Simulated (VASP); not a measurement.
Energy against volume of MoSi₂ (MoSi2 type). Level of theory: PBE GGA with D3 dispersion (Becke-Johnson damping), VASP's PBE PAW potentials (set 64) (plane waves; VASP). Settings: 520 eV cut-off, 13×13×13 Γ-centred mesh, first-order Methfessel-Paxton smearing of 0.10 eV, potentials Si Mo_sv.

Shape and ions are relaxed at each volume.

```json
[
 {"V (Å³/atom)": "12.734", "E (eV/atom)": "-8.32321"},
 {"V (Å³/atom)": "13.128", "E (eV/atom)": "-8.33234"},
 {"V (Å³/atom)": "13.522", "E (eV/atom)": "-8.32507"},
 {"V (Å³/atom)": "13.916", "E (eV/atom)": "-8.30384"}
]
```

Fit these four points and predict the energy of the run at 12.340 Å³/atom.

A cubic in V^(−2/3), the third-order Birch-Murnaghan form, passes through the four points with V0 = 13.14 Å³/atom and B0 = 221 GPa, and gives -8.2948 eV/atom there. The run gave -8.2948 eV/atom, +0.0 meV/atom from the fit; all five points give B0 = 221 GPa.

The compound is MoSi2 in the MoSi2 type structure. It was relaxed first.
